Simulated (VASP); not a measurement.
Elastic constants (GPa) of a crystal from PBE GGA, VASP's PBE PAW potentials (set 64) (VASP 6.6.1):

```json
[
 {"": "xx", "xx": "141.0", "yy": "42.0", "zz": "42.0", "yz": "0.0", "xz": "0.0", "xy": "0.0"},
 {"": "yy", "xx": "42.0", "yy": "141.0", "zz": "42.0", "yz": "0.0", "xz": "0.0", "xy": "0.0"},
 {"": "zz", "xx": "42.0", "yy": "42.0", "zz": "141.0", "yz": "0.0", "xz": "0.0", "xy": "0.0"},
 {"": "yz", "xx": "0.0", "yy": "0.0", "zz": "0.0", "yz": "54.4", "xz": "0.0", "xy": "0.0"},
 {"": "xz", "xx": "0.0", "yy": "0.0", "zz": "0.0", "yz": "0.0", "xz": "54.4", "xy": "0.0"},
 {"": "xy", "xx": "0.0", "yy": "0.0", "zz": "0.0", "yz": "0.0", "xz": "0.0", "xy": "54.4"}
]
```

Problem. Work out the Voigt, Reuss and Hill moduli, Young's modulus and Poisson's ratio.

Solution. All eigenvalues are positive (smallest 54.4 GPa), so the crystal is stable. K_V = (C11+C22+C33+2(C12+C13+C23))/9 = (423.0 + 2×126.0)/9 = 75.0 GPa; G_V = (423.0 − 126.0 + 3×163.2)/15 = 52.4 GPa. From the compliances, K_R = 75.0 GPa and G_R = 52.3 GPa. Hill: K = 75.0 GPa, G = 52.4 GPa, E = 9KG/(3K+G) = 127.5 GPa, ν = (3K−2G)/(2(3K+G)) = 0.217. K/G = 1.43, below Pugh's 1.75; universal anisotropy A^U = 0.01.

Problem. With a density of 2.63 g/cm³, what are the mean sound speeds?

Solution. v_l = √((K+4G/3)/ρ) = 7.43 km/s and v_t = √(G/ρ) = 4.47 km/s. The crystal is MgS (rock salt), cubic.

The compound is MgS in the rock salt structure. It was relaxed first.
